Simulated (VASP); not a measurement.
Consider the following.

```yaml
crystal:
  lattice:
    - [0.00000, 2.48554, 2.48554]
    - [2.48554, 0.00000, 2.48554]
    - [2.48554, 2.48554, 0.00000]
  atoms:
    - { symbol: Gd, position: [0.00000, 0.00000, 0.00000] }
    - { symbol: N, position: [0.50000, 0.50000, 0.50000] }
```

Method: optB88-vdW, VASP's PBE PAW potentials (set 64) (plane waves; VASP). Run with 520 eV cut-off, 11×11×11 Γ-centred mesh, first-order Methfessel-Paxton smearing of 0.10 eV, potentials Gd_3 N.

The 4f electrons are frozen in the core of the lanthanide potential, so 4f levels, which can set the real gap, and their magnetism are missing.

Task: What does the run give for the energy per atom (σ→0)?

Result: 
```
Property                       Result
---------------------  --------------
energy per atom (σ→0)  -6.238 eV/atom
```

The absolute energy has meaning only against runs of the same code, potentials and settings.

The compound is GdN in the rock salt structure. It was relaxed first. The start is the result of an earlier pass.
